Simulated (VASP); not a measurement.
A VASP calculation is set up with these files.

**INCAR**
```
SYSTEM = AgI
LEFG = .True.
PREC = Accurate
NELM = 100   ! most electronic steps
ISMEAR = -5   ! tetrahedra, Bloechl
LORBIT = 11
LASPH = .True.   ! aspherical one-centre terms
ISIF = 2
PARAM1 = 0.1234
LUSE_VDW = .True.
AGGAC = 0.0
LMAXMIX = 4
LREAL = .False.
ENCUT = 520
EDIFF = 1E-7   ! SCF stop (eV)
ALGO = Normal   ! blocked Davidson
NEDOS = 601   ! DOS grid
GGA = MK
LCHARG = .True.
LWAVE = .False.
PARAM2 = 1.0
```

File POSCAR:
```
AgI
1
    2.3075823518    -3.9968502790     0.0000000000
    2.3075823518     3.9968502790     0.0000000000
    0.0000000000     0.0000000000     7.5442533031
Ag I
2 2
Direct
  0.6666670000   0.3333330000   0.5000850071
  0.3333330000   0.6666670000   0.0000850071
  0.6666670000   0.3333330000   0.8749149929
  0.3333330000   0.6666670000   0.3749149929
```

KPOINTS:
```
Regular mesh
0
Gamma
  6 6 4
```

POTCAR, in this order: Ag I (PBE.64 set). Program: vasp_std.

Task: Translate this optB86b-vdW calculation to Quantum ESPRESSO's pw.x.

Result: One equivalent input (not run):
```
&CONTROL
  calculation = 'scf'
  pseudo_dir = './pseudo'
  outdir = './out'
  tprnfor = .true.
  tstress = .true.
/
&SYSTEM
  ibrav = 0
  nat = 4
  ntyp = 2
  ecutwfc = 82
  occupations = 'tetrahedra'
  input_dft = 'vdw-df-ob86'
/
&ELECTRONS
  conv_thr = 7.3e-09
  electron_maxstep = 100
/
ATOMIC_SPECIES
  Ag 107.868 Ag.upf
  I 126.904 I.upf
CELL_PARAMETERS angstrom
     2.3075824   -3.9968503    0.0000000
     2.3075824    3.9968503    0.0000000
     0.0000000    0.0000000    7.5442533
ATOMIC_POSITIONS crystal
  Ag   0.6666670  0.3333330  0.5000850
  Ag   0.3333330  0.6666670  0.0000850
  I    0.6666670  0.3333330  0.8749150
  I    0.3333330  0.6666670  0.3749150
K_POINTS automatic
  6 6 4 0 0 0
```
The two are equivalent in intent, not identical: the potentials are each code's own (VASP's PAW set, PseudoDojo norm-conserving files in pw.x), so ENCUT and ecutwfc are chosen apart and not converted; conv_thr bounds pw.x's estimated SCF error, while EDIFF bounds the energy change between steps; the field gradients of LEFG aren't asked of the other code.

The compound is AgI in the wurtzite structure. It was relaxed first.
